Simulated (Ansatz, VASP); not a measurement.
# Cross-check of AlB3H12O12 between VASP and Ansatz, part 3 of 3

One calculation is typed for both programs; each brings its own data sets. How far apart do they land? Of the first pair: The structure shown is the start of the Ansatz relaxation below; VASP solves that cell, so the two are compared at the walk's first step.

VASP 6.6.1 and Ansatz 0.2.0.

So far. Step 3 (VASP: single point, PBE with D3(BJ), start cell, pair 1): The run ends at a pressure of -14.81 GPa, with forces up to 4.8 eV/Å.

## 6. VASP: single point, PBE with D3(BJ), relaxed cell, pair 2

Level of this step: PBE with D3(BJ); plane waves and PAW (Al, B, H, O) (VASP).

The same cell, functional, mesh and smearing now go to VASP, with its own data sets.

Input file INCAR:

```
SYSTEM = AlB3H12O12
PREC = Accurate
ENCUT = 600
EDIFF = 1E-06
NELM = 120
ISMEAR = -1
SIGMA = 0.05
LREAL = .FALSE.
ALGO = Normal
GGA = PE
IVDW = 12
NBANDS = 68
LORBIT = 11
LWAVE = .FALSE.
LCHARG = .FALSE.
ISIF = 2
LASPH = .TRUE.
GGA_COMPAT = .FALSE.
EFERMI = MIDGAP
KPAR = 4
```

Input file POSCAR:

```
AlB3H12O12
1.0
    5.4228065798     -0.3119722830     -0.1971402385
   -0.3166689728      4.8269478712     -0.1742885495
   -0.2824871362     -0.2460383192      8.5296750343
Al B H O
1 3 12 12
Direct
    0.3263614483      0.0989444090      0.9816259582
    0.6307480656      0.4751006413      0.4591202779
    0.3052132293      0.0780350144      0.5865911306
    0.8766618814      0.4242636014      0.9674707428
    0.6789255185      0.2953233050      0.6629772771
    0.1668611729      0.0812214302      0.3623606041
    0.3468150999      0.7297421253      0.7732946774
    0.9804593067      0.7558694792      0.1194171815
    0.2606079694      0.5811054292      0.9431581103
    0.7387817250      0.0157375823      0.0121591034
    0.8687813690      0.8400362450      0.4734238356
    0.1984170049      0.6689392427      0.5426013898
    0.1056878508      0.2833985088      0.7438356807
    0.4308792739      0.3008318664      0.2683571008
    0.8708578016      0.6144807008      0.7508660277
    0.3973476802      0.8329716283      0.2126503866
    0.5701633254      0.2473749947      0.5552821800
    0.1202206623      0.1328274549      0.4698095586
    0.3478980410      0.7524089784      0.8922453229
    0.8455667961      0.6996705021      0.0370749429
    0.6704677326      0.1985705019      0.0014406189
    0.1186151473      0.3481259929      0.0148941759
    0.3470200152      0.7854297815      0.5912382976
    0.8250226836      0.6643355635      0.5234397848
    0.2574125675      0.1859216110      0.7456562743
    0.5214464179      0.4838779531      0.3132107592
    0.8509331575      0.4281660566      0.7894619411
    0.3001370561      0.9817674000      0.1828106595
```

Input file KPOINTS:

```
Automatic mesh
0
Gamma
2 2 2
0 0 0
```

The projector-augmented-wave data sets are Al, B, H and O (PBE family, release 64).

Started as:

```
$ mpirun -np 4 vasp_std
```

The log of the run:

```text
[banner, memory and clock lines left out]
running    4 mpi-ranks, on    1 nodes
[...]
[... a notice as in an earlier step ...]

 LDA part: xc-table for (Slater+PW92), standard interpolation
 POSCAR, INCAR and KPOINTS ok, starting setup
[...]
entering main loop
       N       E                     dE             d eps       ncg     rms          rms(c)
DAV:   1     0.603107658125E+03    0.60311E+03   -0.54666E+04  1088   0.148E+03
DAV:   2    -0.133427213851E+03   -0.73653E+03   -0.71095E+03  1348   0.331E+02
DAV:   3    -0.180481820983E+03   -0.47055E+02   -0.46774E+02  1344   0.856E+01
DAV:   4    -0.181087425985E+03   -0.60561E+00   -0.60445E+00  1344   0.105E+01
[...]
DAV:  14    -0.166254905952E+03   -0.73804E-05   -0.41710E-05  1272   0.366E-02    0.109E-02
DAV:  15    -0.166254905233E+03    0.71909E-06   -0.11594E-05  1344   0.241E-02    0.467E-03
DAV:  16    -0.166254905292E+03   -0.58549E-07   -0.34795E-06  1232   0.119E-02
   1 F= -.16833045E+03 E0= -.16833045E+03  d E =0.000000E+00
```

From OUTCAR (step 6):

```text
 Edisp (eV)   -2.07554

  Total      -0.29336     0.03369    -0.11774     0.02596    -0.00950     0.14142
  in kB      -2.11816     0.24326    -0.85011     0.18742    -0.06860     1.02109
  external pressure =       -0.91 kB  Pullay stress =        0.00 kB

 POSITION                                       TOTAL-FORCE (eV/Angst)
 -----------------------------------------------------------------------------------
      1.46117      0.13427      8.29137         0.015075      0.011496     -0.027691
      3.14028      1.98355      3.70900        -0.008437     -0.020227      0.029662
      1.46470      0.13713      4.92966         0.105917      0.053489      0.016109
      4.34632      1.53637      8.00544        -0.057389     -0.029040     -0.000360
      3.40088      1.05059      5.46967         0.057630     -0.001731      0.078432
      0.77677      0.25084      3.04377         0.001245     -0.004763     -0.094458
      1.43118      3.22397      6.40040         0.027599      0.003320     -0.050407
      5.04375      3.31329      0.69356         0.042027      0.044709      0.067724
      0.96278      2.49161      7.89218         0.003060     -0.043129      0.035274
      3.99785     -0.15751     -0.04467         0.019245     -0.071052      0.010013
      4.31148      3.66730      3.72047         0.032715      0.074731     -0.005799
      0.71087      3.03353      4.47251        -0.061778     -0.075127     -0.035631
      0.27326      1.15197      6.27445        -0.072858      0.047450      0.018236
      2.16550      1.25165      2.15162        -0.044973     -0.045419     -0.061388
[...]
-----------------------------------------------------------------------------------
    total drift:                                0.000219      0.001508     -0.002047

  FREE ENERGIE OF THE ION-ELECTRON SYSTEM (eV)
  ---------------------------------------------------
  free  energy   TOTEN  =      -168.3304475073 eV

  energy  without entropy=     -168.3304475073  energy(sigma->0) =     -168.33044751

[... 1 part as in an earlier step ...]

[... 2 further parts left out ...]
[key lines of the parts left out:]
E-fermi :   2.3079
```

The run ends at a pressure of -0.09 GPa, with forces up to 0.12 eV/Å.

## 7. Differences

What differs besides the data sets and the points named for the pairs above, as far as they apply: the cutoff is 420 eV in Ansatz and 600 eV in VASP; Ansatz's pressure holds a Pulay correction, VASP's none. Total energies have different zeros and are not compared.

The two programs side by side:

```
              quantity  Ansatz   VASP  difference
        pressure (GPa)   -0.01  -0.09       +0.08
gap on the k mesh (eV)   5.492  5.489      +0.004
```

Forces on 7 of the 28 atoms, those with the largest forces and the largest differences (eV/Å; atoms numbered as in POSCAR):

```
atom         Ansatz x, y, z            VASP x, y, z
  B3   0.004, 0.011, -0.011     0.106, 0.053, 0.016
  H5    0.006, 0.003, 0.008    0.058, -0.002, 0.078
  H6   0.004, -0.002, 0.000   0.001, -0.005, -0.094
  H8   -0.006, 0.000, 0.001     0.042, 0.045, 0.068
 H12  -0.005, 0.000, -0.004  -0.062, -0.075, -0.036
 H15  -0.001, -0.001, 0.003    0.003, 0.076, -0.053
 H16    0.001, 0.004, 0.005    0.047, -0.070, 0.040
```

The forces differ by 41 meV/Å r.m.s., where the r.m.s. force is 0.007 eV/Å in Ansatz and 0.042 eV/Å in VASP: the atoms lie near their places of rest in Ansatz, so a percentage would say little (all taken over all components). A gap on the mesh is an upper bound, since the band edges may lie between its points.

## 8. What came out

| Property | Result |
| --- | --- |
| r.m.s. force difference (single point, PBE with D3(BJ), start cell, pair 1) | 5.5 % of the r.m.s. force |
| r.m.s. force difference (single point, PBE with D3(BJ), relaxed cell, pair 2) | 41 meV/Å |

**Reading.** The r.m.s. force difference is 41 meV/Å (single point, PBE with D3(BJ), relaxed cell, pair 2), beyond the 12 meV/Å picked in this series as the mark of a large difference. What causes the difference of the single point, PBE with D3(BJ), start cell, pair 1 pair stays open here. What causes the difference of the single point, PBE with D3(BJ), relaxed cell, pair 2 pair stays open here. How closely two codes agree says nothing of how well the functional describes the real material.

[Lines on the potential files, build, host, timing and source positions are cut from VASP's logs without a mark.]

[Logs are printed without paths, hosts, clocks, repeated set-up lines and the standing remarks that a program may print on its own settings, such as how far it seeks lower states.]

[Hosts, paths, dates, database ids (printed as entryN), source tags and the programs' standing remarks are cut or masked in the printed files.]
